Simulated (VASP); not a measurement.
Given:

```
CELL_PARAMETERS angstrom
     10.93707     0.00000     0.00000
      0.00000    10.93707     0.00000
      0.00000     0.00000    10.93707
ATOMIC_POSITIONS crystal
  Si 0.49899 0.00032 0.00037
  Si 0.62715 0.12524 0.12536
  Si 0.75015 0.25025 0.99950
  Si 0.87472 0.37402 0.12535
  Si 0.75027 0.99918 0.25003
  Si 0.87488 0.12516 0.37354
  Si 0.99982 0.99972 0.99992
  Si 0.12521 0.12498 0.12499
  Si 0.25056 0.24968 0.00115
  Si 0.37754 0.37619 0.12738
  Si 0.50034 0.49996 0.00029
  Si 0.62470 0.62411 0.12601
  Si 0.74991 0.74964 0.00031
  Si 0.87537 0.87422 0.12465
  Si 0.25034 0.00081 0.24972
  Si 0.37692 0.12663 0.37662
  Si 0.49951 0.24700 0.24810
  Si 0.75060 0.49994 0.24795
  Si 0.87317 0.62324 0.37523
  Si 0.49994 0.99961 0.50029
  Si 0.62425 0.12588 0.62397
  Si 0.75062 0.24699 0.49991
  Si 0.87267 0.37539 0.62269
  Si 0.74996 0.00049 0.74970
  Si 0.87519 0.12483 0.87457
  Si 0.99953 0.50027 0.00029
  Si 0.12508 0.62466 0.12591
  Si 0.24925 0.75032 0.00095
  Si 0.37516 0.87483 0.12593
  Si 0.00015 0.25032 0.25015
  Si 0.12503 0.37498 0.37499
  Si 0.25055 0.50017 0.25183
  Si 0.37496 0.62558 0.37685
  Si 0.49999 0.74953 0.25157
  Si 0.62505 0.87491 0.37498
  Si 0.99957 0.00023 0.50054
  Si 0.12497 0.12601 0.62483
  Si 0.25032 0.25184 0.50032
  Si 0.37496 0.37689 0.62538
  Si 0.62327 0.62580 0.62559
  Si 0.74846 0.74944 0.49997
  Si 0.87431 0.87484 0.62482
  Si 0.24924 0.00093 0.75046
  Si 0.37527 0.12604 0.87488
  Si 0.49991 0.25169 0.74951
  Si 0.62505 0.37499 0.87495
  Si 0.74833 0.49997 0.74927
  Si 0.87427 0.62465 0.87479
  Si 0.99924 0.74947 0.25009
  Si 0.12545 0.87507 0.37490
  Si 0.99911 0.49953 0.49950
  Si 0.12345 0.62495 0.62516
  Si 0.24889 0.75034 0.50210
  Si 0.37444 0.87565 0.62549
  Si 0.99883 0.25004 0.74942
  Si 0.12544 0.37493 0.87500
  Si 0.24904 0.50184 0.75054
  Si 0.37459 0.62501 0.87615
  Si 0.49757 0.75074 0.75118
  Si 0.62564 0.87523 0.87504
  Si 0.99885 0.75043 0.75059
  Si 0.12510 0.87498 0.87499
  As 0.51042 0.48955 0.48955
```
Cell charge +1.

All values below come from PBE GGA, VASP's PBE PAW potentials (set 64) (plane waves; VASP 6.6.1). Run with PREC = Normal, LREAL = Auto, ISYM = 0, NELECT = 252.0, 400 eV cut-off, 1×1×1 Γ-centred mesh, Gaussian smearing of 0.050 eV, potentials Si As. Starting moments (MAGMOM): 63*0.0317. The cell's moment is fixed (NUPDOWN = 2).

The cell is charged, with a uniform compensating background.  The supercell is sampled at Γ alone, which is coarse: total energies, pressure and levels can be off, energies of defects by several tenths of an eV.

### Question
Estimate the cell moment, energy per atom (σ→0).

### Answer

| Quantity | Value |
|---|---|
| cell moment | 2.00 μB |
| energy per atom (σ→0) | -5.364 eV/atom |

### Question
Give the moment on each site (PAW-sphere projection).

### Answer

```tsv
site	moment (μB)
Si1	0.01
Si2	0.01
Si3	0.01
Si4	0.01
Si5	0.01
Si6	0.01
Si7	0.00
Si8	0.00
Si9	0.01
Si10	0.01
Si11	0.00
Si12	0.01
Si13	0.01
Si14	0.00
Si15	0.01
Si16	0.01
Si17	0.05
Si18	0.14
Si19	0.01
Si20	0.00
Si21	0.01
Si22	0.12
Si23	0.00
Si24	0.01
Si25	0.00
Si26	0.01
Si27	0.01
Si28	0.00
Si29	0.01
Si30	0.01
Si31	0.00
Si32	0.00
Si33	0.01
Si34	0.00
Si35	0.00
Si36	0.01
Si37	0.01
Si38	0.00
Si39	0.01
Si40	0.01
Si41	0.00
Si42	0.00
Si43	0.00
Si44	0.01
Si45	0.00
Si46	0.00
Si47	0.00
Si48	0.00
Si49	0.01
Si50	0.01
Si51	0.00
Si52	0.01
Si53	0.01
Si54	0.01
Si55	0.01
Si56	0.01
Si57	0.01
Si58	0.01
Si59	0.01
Si60	0.02
Si61	0.00
Si62	0.00
As63	0.07
```

Total energies compare only between runs with the same potentials, cut-off and functional.

The cell is a supercell with a defect, built from Si (diamond): As_Si-vac_Si, charge +1.
